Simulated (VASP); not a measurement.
All values below come from PBE GGA, VASP's PBE PAW potentials (set 64) (plane waves; VASP).

VASP ran on this input.

**POSCAR**
```
Re
1.0
  1.3861877979  -2.4009475788   0.0000000000
  1.3861877979   2.4009475788   0.0000000000
  0.0000000000   0.0000000000   4.4855345735
Re
2
Cart
  1.3861877979   0.8003174602   1.1213836434
  1.3861877979  -0.8003174602   3.3641509301
```

KPOINTS:
```
Regular mesh
0
gamma
15 15 8
```

### INCAR
```
SYSTEM=Re
PREC=Accurate; ENCUT=520; LREAL=F
LASPH=T
EDIFF=1E-7; NELM=100; ALGO=Normal
LMAXMIX=6
ISMEAR=1; SIGMA=0.1
GGA=PE
IBRION=2; NSW=30; ISIF=4
EDIFFG=-0.01
LWAVE=F; LCHARG=F
```

POTCAR, in this order: Re (PBE.64 set). Program: vasp_std.

What VASP printed:

**OUTCAR**
```
 ion  position               nearest neighbor table
   1  0.333  0.667  0.250-   2 2.76   2 2.76   2 2.76   2 2.76   2 2.76   2 2.76
   2  0.667  0.333  0.750-   1 2.76   1 2.76   1 2.76   1 2.76   1 2.76   1 2.76
  LATTYP: Found a hexagonal cell.
 ALAT       =     2.7723754953
 C/A-ratio  =     1.6179390494
 Subroutine PRICEL returns:
 Original cell was already a primitive cell.
 Subroutine GETGRP returns: Found 24 space group operations
The static configuration has the point symmetry D_3d.
 The point group associated with its full space group is D_6h.
The dynamic configuration has the point symmetry D_3d.
 Subroutine INISYM returns: Found 24 space group operations
 Subroutine IBZKPT returns following result:
 Found    135 irreducible k-points:

 Following reciprocal coordinates:
            Coordinates               Weight
  0.000000  0.000000  0.000000      1.000000
  0.066667  0.000000  0.000000      6.000000
  0.133333 -0.000000  0.000000      6.000000
  0.200000  0.000000  0.000000      6.000000
  0.266667 -0.000000  0.000000      6.000000
  0.333333  0.000000  0.000000      6.000000
  0.400000  0.000000  0.000000      6.000000
...
```

### OSZICAR
```
       N       E                     dE             d eps       ncg     rms          rms(c)
DAV:   1     0.296890618847E+02    0.29689E+02   -0.69909E+03  5398   0.159E+03
DAV:   2    -0.196382821088E+02   -0.49327E+02   -0.42352E+02  4698   0.334E+02
DAV:   3    -0.259102128124E+02   -0.62719E+01   -0.51299E+01  5090   0.237E+02
DAV:   4    -0.262665586716E+02   -0.35635E+00   -0.31826E+00  5417   0.287E+01
DAV:   5    -0.262784419222E+02   -0.11883E-01   -0.11261E-01  5223   0.324E+00    0.416E+01
DAV:   6    -0.252177288934E+02    0.10607E+01   -0.10809E+00  5523   0.327E+01    0.166E+01
DAV:   7    -0.248680419715E+02    0.34969E+00   -0.73298E-01  5724   0.259E+01    0.705E-01
DAV:   8    -0.248543360764E+02    0.13706E-01   -0.11871E-02  5835   0.156E+00    0.254E-01
DAV:   9    -0.248537106142E+02    0.62546E-03   -0.47727E-04  5737   0.228E-01    0.369E-02
DAV:  10    -0.248537266025E+02   -0.15988E-04   -0.41838E-05  5106   0.622E-02    0.528E-03
DAV:  11    -0.248537264546E+02    0.14793E-06   -0.66195E-07  4312   0.207E-02    0.279E-03
DAV:  12    -0.248537255648E+02    0.88975E-06   -0.44638E-08  2688   0.693E-03    0.525E-04
DAV:  13    -0.248537255399E+02    0.24884E-07   -0.24783E-08  2636   0.619E-03
   1 F= -.24853726E+02 E0= -.24854016E+02  d E =-.248537E+02
       N       E                     dE             d eps       ncg     rms          rms(c)
DAV:   1    -0.248540500640E+02   -0.32450E-03   -0.32430E-02  4554   0.664E+00    0.960E-02
DAV:   2    -0.248537916751E+02    0.25839E-03   -0.37661E-04  5538   0.256E-01    0.478E-02
DAV:   3    -0.248537123504E+02    0.79325E-04   -0.17835E-04  5733   0.188E-01    0.819E-03
DAV:   4    -0.248537124867E+02   -0.13630E-06   -0.51950E-06  4815   0.264E-02    0.319E-03
DAV:   5    -0.248537124112E+02    0.75521E-07   -0.30413E-08  2542   0.898E-03
   2 F= -.24853712E+02 E0= -.24854013E+02  d E =0.131287E-04
       N       E                     dE             d eps       ncg     rms          rms(c)
DAV:   1    -0.248538797982E+02   -0.16731E-03   -0.88736E-03  4531   0.348E+00    0.503E-02
DAV:   2    -0.248538089771E+02    0.70821E-04   -0.10241E-04  5513   0.134E-01    0.249E-02
DAV:   3    -0.248537874194E+02    0.21558E-04   -0.47534E-05  5730   0.973E-02    0.442E-03
DAV:   4    -0.248537874904E+02   -0.71066E-07   -0.13934E-06  4717   0.136E-02    0.167E-03
DAV:   5    -0.248537874692E+02    0.21210E-07   -0.84087E-09  2368   0.461E-03
   3 F= -.24853787E+02 E0= -.24854083E+02  d E =-.619293E-04
```

OUTCAR:
```
------------------------ aborting loop because EDIFF is reached ----------------------------------------
  FORCE on cell =-STRESS in cart. coord.  units (eV):
  Direction    XX          YY          ZZ          XY          YZ          ZX
  --------------------------------------------------------------------------------------
  Total       -0.0012066     -0.0012066     -0.0016976     -0.0000000      0.0000000      0.0000000
  in kB       -0.0647495     -0.0647495     -0.0910978     -0.0000000      0.0000000      0.0000000
  external PRESSURE =      -0.0735323 kB  Pullay stress =       0.0000000 kB
  volume of cell :       29.86
      direct lattice vectors                 reciprocal lattice vectors
     1.385514456 -2.399781317  0.000000000     0.360876783 -0.208352318 -0.000000000
     1.385514456  2.399781317  0.000000000     0.360876783  0.208352318  0.000000000
     0.000000000 -0.000000000  4.489895453     0.000000000  0.000000000  0.222722335
 POSITION                                       TOTAL-FORCE (eV/Angst)
 -----------------------------------------------------------------------------------
      1.38551      0.79993      1.12247        -0.000000     -0.000000      0.000000
      1.38551     -0.79993      3.36742         0.000000      0.000000      0.000000
 -----------------------------------------------------------------------------------
    total drift:                               -0.000000      0.000009     -0.000016
  FREE ENERGIE OF THE ION-ELECTRON SYSTEM (eV)
  ---------------------------------------------------
  free  energy   TOTEN  =       -24.8537874692 eV

  energy  without entropy=      -24.8546750867  energy(sigma->0) =      -24.85408334

 reached required accuracy - stopping structural energy minimisation
```
(Selected blocks of OUTCAR.)

File CONTCAR:
```
Re
   1.00000000000000
     1.3855144563508679   -2.3997813171984692    0.0000000000000000
     1.3855144563508679    2.3997813171984692    0.0000000000000000
     0.0000000000000000   -0.0000000000000000    4.4898954526609538
  Re
     2
Direct
     0.3333330000000032    0.6666669999999968    0.2500000000000000
     0.6666669999999968    0.3333330000000032    0.7500000000000000
```

The compound is Re in the hcp structure. This run relaxes it. Symmetry was kept, so distortions that lower it aren't found.
